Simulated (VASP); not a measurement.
VASP runs on La2O3 (atoms displaced from the space group 164 structure) share one base input (PBEsol GGA, plane waves, VASP's PBE PAW potentials (set 64)) and change the settings named in each case.

**POSCAR**
```
La2O3
1
    3.9307800000     0.0000000000     0.0000000000
   -1.9653900000     3.4041550000     0.0000000000
    0.0000000000     0.0000000000     6.1119500000
La O
2 3
Direct
  0.6712080000   0.3217320000   0.7539120000
  0.3179710000   0.6545930000   0.2386980000
  0.6592610000   0.3366510000   0.3512890000
  0.3272580000   0.6685180000   0.6488690000
  0.0243020000   0.0185070000   0.0072320000
```

INCAR:
```
# general
SYSTEM  = La2O3
PREC    = Accurate
ENCUT   = 400
LREAL   = .FALSE.
LASPH   = .TRUE.

# electronic loop
EDIFF   = 1E-6
NELM    = 100
ALGO    = Normal
LMAXMIX = 6

# smearing
ISMEAR  = -1
SIGMA   = 0.01

# functional
GGA     = PS

# ions
ISIF    = 2

# output
LWAVE   = .FALSE.
LCHARG  = .FALSE.
```

KPOINTS:
```
Automatic mesh
0
Gamma
7 7 4
0 0 0
```

POTCAR, in this order: La O (PBE.64 set). Program: vasp_std.

```
change                                                                                                            E(σ→0) (eV/atom)  pressure (GPa)  largest force (eV/Å)  −TS (eV)
----------------------------------------------------------------------------------------------------------------  ----------------  --------------  --------------------  --------
base run                                                                                                                   -8.7353           -7.02                 0.601    0.0000
EDIFF = 1E-09, ENCUT = 560, KPOINTS 10×10×6 Γ-centred mesh                                                                 -8.7270             ___                   ___    0.0000
EDIFF = 1E-04, ENCUT = 320, KPOINTS 2×2×2 Γ-centred mesh                                                                   -8.7383          -21.41                 0.590    0.0000
ENCUT = 280, ISMEAR = 1, SIGMA = 0.136, KPOINTS 4×4×4 Γ-centred mesh                                                       -8.8071          -41.10                 0.670    0.0049
ENCUT = 200, KPOINTS 8×8×8 Γ-centred mesh                                                                                  -8.9353         -119.17                 0.979    0.0000
EDIFF = 1E-03, ENCUT = 280, ISMEAR = 1, SIGMA = 0.272, KPOINTS 8×8×8 Γ-centred mesh                                        -8.7997          -41.43                 0.672    0.0346
AEXX = 0.25, GGA = PE, HFSCREEN = 0.2, ISYM = 3, LHFCALC = .TRUE., PRECFOCK = Fast, KPOINTS 2×2×2 Γ-centred mesh           -9.7737           -3.47                 0.691    0.0000
```

Q: Some entries are withheld; supply them.

A: 
- EDIFF = 1E-09, ENCUT = 560, KPOINTS 10×10×6 Γ-centred mesh, pressure (GPa): -3.31
- EDIFF = 1E-09, ENCUT = 560, KPOINTS 10×10×6 Γ-centred mesh, largest force (eV/Å): 0.598

Energies of different potentials or functionals have different zeros.  At 400 eV the pressure can carry a Pulay error.

Left out are runs that ran out of time, are held back, or changed the cell or the kind of run, fixed moments of cells without a moment, rows past the twelfth, gaps on odd meshes, pressures of charged cells and columns that move by less than the noise.

The structure comes from a computed database's La2O3 entry; how it stands against other phases isn't given here. The cell was not relaxed at this level, its atoms were moved at random.
